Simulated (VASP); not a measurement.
Energy against volume of LiF (rock salt). These are r2SCAN meta-GGA, VASP's PBE PAW potentials (set 64) (plane waves; VASP) values and carry that method's errors. Run with 520 eV cut-off, 11×11×11 Γ-centred mesh, Gaussian smearing of 0.050 eV, potentials Li_sv F.

```json
[
 {"V (Å³/atom)": "7.404", "E (eV/atom)": "-5.94168"},
 {"V (Å³/atom)": "7.640", "E (eV/atom)": "-5.94870"},
 {"V (Å³/atom)": "7.877", "E (eV/atom)": "-5.95153"},
 {"V (Å³/atom)": "8.113", "E (eV/atom)": "-5.95033"}
]
```

Fit these four points and predict the energy of the run at 8.349 Å³/atom.

A cubic in V^(−2/3), the third-order Birch-Murnaghan form, passes through the four points with V0 = 7.92 Å³/atom and B0 = 91 GPa, and gives -5.9453 eV/atom there. The run gave -5.9461 eV/atom, -0.7 meV/atom from the fit; all five points give B0 = 83 GPa.

The compound is LiF in the rock salt structure. It was relaxed first.
